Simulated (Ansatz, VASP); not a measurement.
# AlHg: VASP beside Ansatz

```
Al Hg
1.0
     0.00000    3.06853    3.06853
     3.06853    0.00000    3.06853
     3.06853    3.06853    0.00000
Al Hg
1 1
Cartesian
  0.0000 0.0000 0.0000
  4.6028 4.6028 4.6028
```

The cell was built by a generator and needn't be a form met in nature.

Alike in both runs: task relaxation of cell and atoms; functional revPBE; k mesh 8 × 8 × 8; occupations fermi-dirac, width 0.05 eV; no spin polarisation.

|  | VASP | Ansatz |
| --- | --- | --- |
| version | VASP 6.6.1 | Ansatz 0.2.0 |
| potentials or method | VASP PAW PBE potentials, release 64 (Al, Hg) | Ansatz PAW |
| plane-wave cutoff (eV) | 600 | 420 |
| valence electrons in the cell | 15 | 23 |

```csv
,VASP,Ansatz,Ansatz less VASP
"gap on the k mesh at the Fermi level, each at its own relaxed structure (eV)",none,none,-
relaxed volume (Å³/atom),29.82,29.82,0.000
relaxed cell length with the largest relative difference (Å),4.385,4.385,0.0000
energy change over the relaxation (meV/atom),-3,-3,+0.2
```

A gap of «none» marks a metal or a gap that the smearing closes. The two sets of potentials don't hold the same shells in valence.

Caveats: the PAW data sets were made with another functional, which shifts forces and pressure a little (VASP); the plane-wave basis is chosen anew once the cell has moved, so the energies of steps on either side of that aren't comparable (Ansatz); the PAW data sets come from PBE, with cores solved anew for the run's functional, which leaves a small shift of forces and pressure (Ansatz). The runs have no spin-orbit coupling, so splittings on Hg are missing.
